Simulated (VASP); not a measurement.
Set up this calculation in VASP 6.6.1, as the native input.

```
Task                               : work function
Functional                         : PBE0
Potentials or basis                : VASP PAW PBE potentials, release 64 (N, Si, Mo_sv)
Cutoff                             : 520 eV
k mesh                             : 12 × 12 × 1
Occupations                        : gaussian, width 0.03 eV
Spin                               : no spin polarisation
Grid for exact exchange (PRECFOCK) : Fast
Exchange at q = 0                  : default
Dipole correction                  : yes
Further INCAR settings             : ALGO = Normal; EDIFF = 1e-06
```

Sheet: Si2MoN4, a sheet with vacuum.

```
N Si Mo
1.0
     2.89333    0.00000    0.00000
    -1.44667    2.50570    0.00000
     0.00000    0.00000   23.00000
N Si Mo
4 2 1
Direct
  0.33333 0.66667 0.34806
  0.66667 0.33333 0.44589
  0.66667 0.33333 0.55411
  0.33333 0.66667 0.65194
  0.66667 0.33333 0.37023
  0.66667 0.33333 0.62977
  0.00000 0.00000 0.50000
```

The cell was built by a generator and needn't be a form met in nature.

One way to write it, as run:

POSCAR

```
Si2MoN4                                 
1.0
    2.8933316094      0.0000000000      0.0000000000
   -1.4466658047      2.5056986802      0.0000000000
    0.0000000000      0.0000000000     23.0000000000
  N               Si              Mo            
     4     2     1
Direct
     0.3333330000000032    0.6666669999999968    0.3480561477286807
     0.6666669999999968    0.3333330000000032    0.4458856362021741
     0.6666669999999968    0.3333330000000032    0.5541143637978259
     0.3333330000000032    0.6666669999999968    0.6519438522713195
     0.6666669999999968    0.3333330000000032    0.3702328604283727
     0.6666669999999968    0.3333330000000032    0.6297671395716272
     0.0000000000000000    0.0000000000000000    0.5000000000000000
```

INCAR.step1

```
SYSTEM = Si2MoN4
  PREC = Accurate
  ENCUT = 520
  EDIFF = 1E-5
  ISMEAR = 0
  SIGMA = 0.03
  LREAL = .FALSE.
  LASPH = .TRUE.
  NELM = 80
  ALGO = Normal
  ISIF = 2
  LWAVE = .TRUE.
  LDIPOL = .TRUE.
  IDIPOL = 3
  DIPOL = 0.5 0.5 0.500
  GGA = PE
  KPAR = 4
```

INCAR.step2

```
SYSTEM = Si2MoN4
  PREC = Accurate
  ENCUT = 520
  EDIFF = 1E-6
  ISMEAR = 0
  SIGMA = 0.03
  LREAL = .FALSE.
  LASPH = .TRUE.
  NELM = 80
  ALGO = Normal
  ISIF = 2
  LWAVE = .FALSE.
  LCHARG = .TRUE.
  LDIPOL = .TRUE.
  IDIPOL = 3
  DIPOL = 0.5 0.5 0.500
  GGA = PE
  LHFCALC = .TRUE.
  AEXX = 0.25
  PRECFOCK = Fast
  LVHAR = .TRUE.
  LVACPOTAV = .TRUE.
  ISTART = 1
  KPAR = 4
```

KPOINTS

```
regular mesh
0
G
  12 12 1
  0 0 0
```

Potentials or basis: VASP PAW PBE potentials, release 64 (N, Si, Mo_sv).

Run with:

```console
$ cat potpaw_PBE.64/N/POTCAR potpaw_PBE.64/Si/POTCAR potpaw_PBE.64/Mo_sv/POTCAR > POTCAR
$ cp INCAR.step1 INCAR
$ mpirun -np 4 vasp_std > vasp.out
$ cp INCAR.step2 INCAR
$ mpirun -np 4 vasp_std > vasp.out
```

Results of the run:

* Largest force: 0.342 eV/Å
* Band gap on the k mesh: 3.04 eV, indirect (least direct gap 3.24 eV)
* Ionisation potential of the upper face: 6.33 eV

Caveat: the PAW data sets were made with another functional, which shifts forces and pressure a little.

Wall time 2.3 h on 4 MPI ranks on AMD EPYC 7R43 64-Core Processor (Zen 3), on a shared host, peak memory 0.39 GiB a rank.
